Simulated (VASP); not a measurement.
Crystal: Ru.

```
Ru
1.0
     2.70580    0.00000    0.00000
    -1.35290    2.34329    0.00000
     0.00000    0.00000    4.28190
Ru
2
Direct
  0.33333 0.66667 0.25000
  0.66667 0.33333 0.75000
```

* Program: VASP 6.6.1
* Task: relaxation of cell and atoms
* Functional: LDA
* Potentials or basis: VASP PAW LDA potentials, release 64 (Ru_pv)
* Cutoff: 350 eV
* k mesh: 9 × 9 × 6
* Occupations: gaussian, width 0.1 eV
* Spin: no spin polarisation

At the start: pressure -13.4 GPa; volume 13.57 Å³/atom.

Task: How do energy, volume and symmetry change on relaxing?

Result: Over 10 steps the energy falls by 22.7 meV/atom and the volume is 13.05 Å³/atom (-3.8 %); space group P6_3/mmc (No. 194, to 0.05 Å).

Step by step:
| step | energy change (eV) | largest force (eV/Å) | pressure (GPa) | volume (Å³) |
| --- | --- | --- | --- | --- |
| 1 | 0.0000 | 0.0000 | -13.42 | 27.15 |
| 2 | 0.5471 | 0.0000 | 67.39 | 22.92 |
| 3 | -0.0452 | 0.0000 | -0.84 | 26.17 |
| 4 | -0.0454 | 0.0000 | -0.15 | 26.12 |
| 5 | -0.0454 | 0.0000 | 0.14 | 26.10 |
| 6 | -0.0453 | 0.0000 | -0.40 | 26.14 |
| 7 | -0.0454 | 0.0000 | -0.09 | 26.11 |
| 8 | -0.0454 | 0.0000 | 0.12 | 26.10 |
| 9 | -0.0454 | 0.0000 | -0.03 | 26.11 |
| 10 | -0.0454 | 0.0000 | 0.01 | 26.11 |

Final structure:
```yaml
crystal:
  lattice:
    - [2.67078, 0.00000, 0.00000]
    - [-1.33539, 2.31296, 0.00000]
    - [0.00000, 0.00000, 4.22617]
  atoms:
    - { symbol: Ru, position: [0.33333, 0.66667, 0.25000] }
    - { symbol: Ru, position: [0.66667, 0.33333, 0.75000] }
```
